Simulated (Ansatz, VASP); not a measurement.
**LiH in two plane-wave programs**

Wanted: the spread between two codes on one cell, functional and k mesh. The cell is taken from a series of runs on this material, whose earlier steps may have relaxed, scaled, displaced or heated it; both programs get it as it stands.

Method: plane waves, with VASP 6.6.1 beside it; zone-centre phonons at LDA, in Ansatz 0.2.0.

**1. The structure**

Symmetry: Fm-3m, No. 225, cubic system. The conventional cell has a = 3.928 Å, b = 3.928 Å, c = 3.928 Å, α = 90.00°, β = 90.00°, γ = 90.00°. Nearest to Li lie 6 H at 1.96 Å. Nearest to H lie 6 Li at 1.96 Å. Farther neighbours are not listed.

Structure file:

```cif
data_structure
_symmetry_space_group_name_H-M 'P 1'
_symmetry_Int_Tables_number 1
_cell_length_a 2.7778
_cell_length_b 2.7778
_cell_length_c 2.7778
_cell_angle_alpha 60.000
_cell_angle_beta 60.000
_cell_angle_gamma 60.000
_cell_volume 15.16
loop_
_atom_site_label
_atom_site_type_symbol
_atom_site_fract_x
_atom_site_fract_y
_atom_site_fract_z
_atom_site_occupancy
Li1 Li 0.00000 0.00000 0.00000 1
H2 H 0.50000 0.50000 0.50000 1
```

**2. Ansatz: zone-centre phonons, LDA**

Ansatz runs on its default PAW (the set named soft_2) files.

Second derivatives magnify differences that forces hide, and they need a tight electronic threshold.

Contents of input.yaml:

```yaml
crystal:
  lattice:
    - [0.0, 1.9641876165, 1.9641876165]
    - [1.9641876165, 0.0, 1.9641876165]
    - [1.9641876165, 1.9641876165, 0.0]
  atoms:
    - { symbol: Li, position: [0.0, 0.0, 0.0] }
    - { symbol: H, position: [0.5, 0.5, 0.5] }
kpoints:
  mp_grid: { grid: [12, 12, 12] }
hamiltonian:
  xc: lda
scf:
  occupations: { method: fixed }
output:
  eigenvalues: true
phonons:
  method: dfpt
  dielectric: true
  rigid_motions: translations
  qmesh: [4, 4, 4]
  temperatures: { t_max: 1000, t_step: 50 }
  qpath:
    path:
      - [[0.0, 0.0, 0.0], [0.5, 0.0, 0.5], [0.625, 0.25, 0.625]]
      - [[0.375, 0.375, 0.75], [0.0, 0.0, 0.0], [0.5, 0.5, 0.5], [0.5, 0.25, 0.75], [0.5, 0.0, 0.5]]
    npoints: 10
```

Started as:

```sh
> ansatz run input.yaml --threads 4 --pin off --max-ram 16384MiB --backend cpu --events-out ev --progress --plain --runs-dir out
```

Log:

```text
Engine: ansatz 0.2.0, x86_64-unknown-linux-gnu
Pseudopotentials: kind: paw
Pseudopotential: Li, paw, valence charge 3, recommended cutoff 420 eV (normal), Li.paw.azcp
Pseudopotential: H, paw, valence charge 1, recommended cutoff 420 eV (normal), H.paw.azcp
Functional definition: SPW92
  exchange = slater_x
  correlation = pw_c
Crystal: 2 atoms, lattice volume = 15.156 Å³
Basis set: ecut = 420 eV, 307 PW (Γ), exchange–correlation on 40×40×40 points (8 copies of the dense FFT grid, shifted against one another)
Bands: 6, of which v1, the nominal top of the filled ones, is band 2 counted from 1 (1 counted from 0)
Symmetry: 48 space group operations
k-points: 163 of 1728 (irreducible under 8 space group operations, time reversal used)
Non-local potential: Li, projectors of the file, l = 0: 3, l = 1: 2, l = 2: 1
Non-local potential: H, projectors of the file, l = 0: 2, l = 1: 1
PAW form: soft (Blöchl's): semilocal exchange-correlation on the pseudo side does not see the compensation charge
PAW one-centre angular grid: Li, 110 points (default); XC on 64 Gauss nodes
PAW one-centre angular grid: H, 110 points (default); XC on 64 Gauss nodes
Initial density: superposition of atomic densities (neutral atoms: chi_scale 0, normalization atom), corrected by the library's trained network
Initial wavefunctions: pseudopotential atomic-orbital guess
Functional: x = slater, c = lda
SCF iter   1: F=—  HF=-218.224060 eV  |F-HF|=—  |Δ(HF+E_count)|=         —  Δρ=1.26e-2  dr2=1.49e-2  ethr=1.77e-3  ⟨swp⟩=3.4  Hψ=6529  notcnv=0  defer=293
preconditioner: auto → none  [insulator: Δε(μ)=2.424 eV  Ē_g=14.363 eV  n_scr=0 (ndim 8)  ℏωp=13.5 eV  f_vac=0.000  ε∞_Penn≈1.9]
SCF iter   2: F=—  HF=-218.215411 eV  |F-HF|=—  |Δ(HF+E_count)|=   8.65e-3  Δρ=4.44e-3  dr2=1.70e-3  ethr=3.73e-4  ⟨swp⟩=1.6  Hψ=2395  notcnv=0  defer=260
SCF iter   3: F=—  HF=-218.214074 eV  |F-HF|=—  |Δ(HF+E_count)|=   1.34e-3  Δρ=1.60e-4  dr2=2.13e-6  ethr=4.26e-5  ⟨swp⟩=2.2  Hψ=1585  notcnv=0  defer=270
SCF iter   4: F=—  HF=-218.214074 eV  |F-HF|=—  |Δ(HF+E_count)|=   1.06e-8  Δρ=2.06e-5  dr2=4.02e-8  ethr=5.33e-8  ⟨swp⟩=2.1  Hψ=1304  notcnv=0
SCF iter   5: F=—  HF=-218.214074 eV  |F-HF|=—  |Δ(HF+E_count)|=   3.93e-7  Δρ=2.93e-6  dr2=1.02e-9  ethr=1.01e-9  ⟨swp⟩=1.1  Hψ=991  notcnv=0
SCF iter   6: F=-218.214074 eV  HF=-218.214074 eV  |F-HF|=1.99e-13  |Δ(HF+E_count)|=  3.37e-11  Δρ=8.05e-8  dr2=3.81e-13  ethr=2.50e-12  ⟨swp⟩=5.2  Hψ=3031  notcnv=0
SCF 1 converged in 6 iterations: F = -218.214074 eV  dr2 = 3.81e-13
  greatest PAW one-centre occupation: 1.000 electrons in one spin orbital (limit 2), on the Li atom at site 0 (counted from 0), in its partial waves of l = 0
NSCF: frozen V_eff on 1 k-points
DFPT response loops at Γ: preconditioner auto → none (the input reference at scf.mixing.eps_inf says where Resta's filter doesn't serve); β = 0.50; Broyden in place of MSR1
── the response to a field inside a basis, on 14×14×14 k-points: an SCF that follows is theirs, and a resumed run solves both again ──
Bands: 3, of which v1, the nominal top of the filled ones, is band 2 counted from 1 (1 counted from 0)
k-points: 280 of 2744 (irreducible under 12 space group operations)
Initial density: handed on by an earlier stage of this run
Initial wavefunctions: pseudopotential atomic-orbital guess (no wavefunctions were taken with the density)
Eigensolver: Dense (280 Hₖ)
SCF iter   1: F=—  HF=-218.214616 eV  |F-HF|=—  |Δ(HF+E_count)|=         —  Δρ=3.07e-4  dr2=1.75e-6  ethr=1.00e-1
preconditioner: auto → none  [insulator: Δε(μ)=2.803 eV  Ē_g=9.229 eV  n_scr=0 (ndim 8)  ℏωp=13.5 eV  f_vac=0.000  ε∞_Penn≈3.1]
SCF iter   2: F=—  HF=-218.214617 eV  |F-HF|=—  |Δ(HF+E_count)|=   1.71e-6  Δρ=1.54e-4  dr2=4.28e-7  ethr=4.36e-8
SCF iter   3: F=-218.214618 eV  HF=-218.214618 eV  |F-HF|=2.97e-10  |Δ(HF+E_count)|=   6.13e-7  Δρ=3.38e-6  dr2=2.17e-10  ethr=1.07e-8
SCF 1 converged in 3 iterations: F = -218.214618 eV  dr2 = 2.17e-10
DFPT response loops at Γ: mixed as the last ones told, above
NSCF: frozen V_eff on 72 k-points
NSCF: frozen V_eff on 1872 k-points
DFPT response loops at q = (0, 0, 0.25) (fractional): mixed as the last ones told, above
NSCF: frozen V_eff on 952 k-points
DFPT response loops at q = (0, 0, -0.5) (fractional): mixed as the last ones told, above
NSCF: frozen V_eff on 1020 k-points
DFPT response loops at q = (0, 0.25, 0.25) (fractional): mixed as the last ones told, above
NSCF: frozen V_eff on 3456 k-points
DFPT response loops at q = (0, 0.25, -0.5) (fractional): mixed as the last ones told, above
NSCF: frozen V_eff on 1872 k-points
DFPT response loops at q = (0, 0.25, -0.25) (fractional): mixed as the last ones told, above
NSCF: frozen V_eff on 560 k-points
DFPT response loops at q = (0, -0.5, -0.5) (fractional): mixed as the last ones told, above
NSCF: frozen V_eff on 1020 k-points
DFPT response loops at q = (0.25, -0.5, -0.25) (fractional): mixed as the last ones told, above
SCF converged after 6 iterations
Free energy (F): -218.214074 eV
Harris-Foulkes:  -218.214074 eV  (|F-HF|=1.99e-13)
Internal energy: -218.214074 eV  (E = F + TS)
E sigma→0 (E₀):  -218.214074 eV
Fermi energy:    1.057105 eV
--- Per-component energies (eV) ---
  E_band       = -87.612506
  E_kinetic    = 35.936511
  E_local      = -121.385152  (includes V_loc(G=0)·N_el)
  E_nonlocal   = -31.584861
  E_hartree    = 33.751815
  E_xc         = -19.929335
  E_vxc        = -25.998617  (∫ρ·V_xc dr)
  E_paw        = -18.988482  (= ΣΔE_a)
  E_vpaw       = -12.083000  (= ΣTr[D̂ρ^β])
  E_aug_tail   = -0.001022  (compensation charges beyond the density's cutoff)
  E_ewald      = -96.013548
  E_smearing   = -0.000000  (= −TS)
  E_closure    = 0.000000  (closes the sum)
  Σ components = -218.214074   (vs F -218.214074, Δ=0.00e0)
--- Band table (eV; the first three rows and the last of 163) ---
  k-point 0: bands = ["-42.3352", "-4.7298", "17.9910", "19.0675", "19.0675", "19.0675"]
  k-point 1: bands = ["-42.3307", "-4.6066", "16.6213", "18.5560", "18.7721", "18.7721"]
  k-point 2: bands = ["-42.3187", "-4.2421", "13.7570", "17.5846", "18.2149", "18.2149"]
  k-point 162: bands = ["-42.2490", "0.7653", "5.9912", "5.9912", "13.0527", "18.9531"]
--- Phonons (Γ-DFPT): 2 representative perturbations + reference, on 163 of 1728 k-points (Σ response iterations 6) ---
  k mesh reduced under 8 symmetry operations, with k and −k counted as one. Each operation leaves every solved perturbation unchanged. A smaller set is not considered because the run solves the response to a homogeneous field
  ASR residual: 3.700e-5 → 0.000e0 eV/Å²; symmetrization residual: 3.163e-9 eV/Å²
  ASR residual per site (eV/Å²): 2.15e-5 3.70e-5
  Γ frequencies (cm⁻¹): 0.00 0.00 0.00 633.65 633.65 633.65
  ε∞ (high-frequency dielectric tensor):
        4.943503    -0.000000     0.000000
       -0.000000     4.943503     0.000000
        0.000000     0.000000     4.943503
  ε⁰ (static dielectric tensor: ions relaxed, cell fixed):
       14.606265    -0.000000     0.000000
       -0.000000    14.606265    -0.000000
        0.000000    -0.000000    14.606265
  ε⁰ − ε∞ (ionic part):
        9.662762    -0.000000     0.000000
       -0.000000     9.662762    -0.000000
        0.000000    -0.000000     9.662762
  softest optical mode at Γ: 633.65 cm⁻¹; the repairs (sum rule, projections) moved no ω² at Γ by more than (3.16 cm⁻¹)²
  Born effective charges Z* (e; rows j = field, columns β = displacement):
    site 0:
         1.02555   -0.00000   -0.00000
        -0.00000    1.02555   -0.00000
         0.00000   -0.00000    1.02555
    site 1:
        -1.02555    0.00000    0.00000
         0.00000   -1.02555    0.00000
        -0.00000    0.00000   -1.02555
  Z* charge neutrality: 2.007e-4 e pre-enforcement
  solved inside a basis spanned on kpoints, on 14×14×14 k-points, its susceptibility summed on 16×16×16: ε∞ is read to err by 1.8e-2, Z* by 6.8e-3 e (field_mesh: kpoints solves on kpoints); Z* is corrected for what the basis lacks
  optical modes at Γ without the LO–TO term, one row a degenerate level:
      ω (cm⁻¹)  modes    IR ((D/Å)²/amu)
        633.65      3            82.7063
  optical modes at Γ + LO–TO along q̂ = [1.0000, 0.0000, 0.0000]:
      ω (cm⁻¹)  modes    IR ((D/Å)²/amu)
        633.65      2            55.1375
       1089.18      1            27.5688
  optical modes at Γ + LO–TO along q̂ = [0.0000, 1.0000, 0.0000]:
      ω (cm⁻¹)  modes    IR ((D/Å)²/amu)
        633.65      2            55.1375
       1089.18      1            27.5688
  optical modes at Γ + LO–TO along q̂ = [0.0000, 0.0000, 1.0000]:
      ω (cm⁻¹)  modes    IR ((D/Å)²/amu)
        633.65      2            55.1375
       1089.18      1            27.5688
--- Phonons (arbitrary-q DFPT): 8 irreducible q on the 4×4×4 mesh ---
  q = [0.0000, 0.0000, 0.0000] (star 1, of the zone-centre solve; hermiticity 4.87e-9, symmetrization 4.39e-14): -0.00 0.00 0.00 633.65 633.65 633.65
  q = [0.0000, 0.0000, 0.2500] (star 8, 2 solved perturbations on 936 of 1728 k-point pairs; hermiticity 2.05e-8, symmetrization 6.42e-14): 215.30 215.30 365.89 765.55 765.55 1089.23
  q = [0.0000, 0.0000, -0.5000] (star 4, 2 solved perturbations on 476 of 1728 k-point pairs; hermiticity 1.22e-9, symmetrization 6.13e-10): 293.98 293.98 533.27 820.88 820.88 1066.11
  q = [0.0000, 0.2500, 0.2500] (star 6, 4 solved perturbations in 1608 linear systems a pass and spin channel, the states on 510 of 1728 k-point pairs; hermiticity 2.69e-8, symmetrization 4.31e-14): 256.71 256.71 356.71 754.52 754.52 1069.80
  q = [0.0000, 0.2500, -0.5000] (star 24, 4 solved perturbations in 5328 linear systems a pass and spin channel, the states on 1728 of 1728 k-point pairs; hermiticity 5.06e-8, symmetrization 1.04e-9): 313.83 346.77 455.51 830.84 886.58 1027.50
  q = [0.0000, 0.2500, -0.2500] (star 12, 4 solved perturbations in 2892 linear systems a pass and spin channel, the states on 936 of 1728 k-point pairs; hermiticity 3.54e-8, symmetrization 1.35e-14): 282.64 339.47 448.93 823.04 854.43 1043.87
  q = [0.0000, -0.5000, -0.5000] (star 3, 4 solved perturbations in 886 linear systems a pass and spin channel, the states on 280 of 1728 k-point pairs; hermiticity 5.10e-8, symmetrization 4.55e-10): 332.06 332.06 441.83 848.62 848.62 1036.62
  q = [0.2500, -0.5000, -0.2500] (star 6, 4 solved perturbations in 1544 linear systems a pass and spin channel, the states on 510 of 1728 k-point pairs; hermiticity 4.30e-8, symmetrization 7.77e-10): 368.05 395.73 395.73 901.36 947.93 947.93
  sum rule: each row above includes the acoustic sum rule's correction from the zone centre's row sums; it moved no ω² by more than (3.16 cm⁻¹)²
  mesh force constants: q→R imaginary residual 1.35e-18; ASR residual 3.700e-5 → 0.000e0 eV/Å²; symmetrization residual 8.882e-16 eV/Å²
  interpolated dispersion: 63 rows × 6 modes
  density of states and harmonic sums: on the 28×28×28 q-mesh, interpolated from the force constants of a 4×4×4 supercell (with the dipole–dipole term)
  largest difference from the sums on the solved wave vectors: F 7.10e-3 eV, S 1.13e-5 and C_V 3.87e-6 eV/K
  zero-point energy: 0.231875 eV/cell   skipped modes (ω ≤ 0): 3   left out of the sums: 2.28e-5 of the cell's modes: C_V's classical limit lies that fraction below 3 k_B per atom; for a crystal, a wire or a layer, F and S can be off by more, and a phonons.interpolated_qmesh denser along its periods is the remedy for the sampling
```

Reading the cycles: dr2 is the Hartree energy of the density residual (eV), the measure of convergence; HF is the Harris–Foulkes estimate of the energy, which meets the free energy F at convergence.

(Part 1 of 2 ends here.)

[Lines on the potential files, build, host, timing and source positions are cut from VASP's logs without a mark.]

[Logs are printed without paths, hosts, clocks, repeated set-up lines and the standing remarks that a program may print on its own settings, such as how far it seeks lower states.]

[Hosts, paths, dates, database ids (printed as entryN), source tags and the programs' standing remarks are cut or masked in the printed files.]
